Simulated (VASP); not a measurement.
Given:

```
CELL_PARAMETERS angstrom
      0.00000     2.18297     2.18297
      2.18297     0.00000     2.18297
      2.18297     2.18297     0.00000
ATOMIC_POSITIONS crystal
  Nb 0.00000 0.00000 0.00000
  C  0.50000 0.50000 0.50000
```

Method: PBEsol GGA, VASP's PBE PAW potentials (set 64) (plane waves; VASP). Numerical set-up: 620 eV cut-off, 14×14×14 Γ-centred mesh, first-order Methfessel-Paxton smearing of 0.10 eV, potentials Nb_sv C.

### Question
Estimate the energy per atom (σ→0), pressure, band gap (on the k-mesh) with the smallest direct gap where there is one.

### Answer

```
Item                                                         Value
------------------------  ----------------------------------------
band gap (on the k-mesh)  none (metal, semimetal or under 0.01 eV)
energy per atom (σ→0)                              -10.894 eV/atom
pressure                                                 20.03 GPa
```

Total energies compare only between runs with the same potentials, cut-off and functional.

The compound is NbC in the rock salt structure. It was relaxed first under an external pressure of 20 GPa. The electron count is odd and the run is not spin-polarised, which forces a metal.
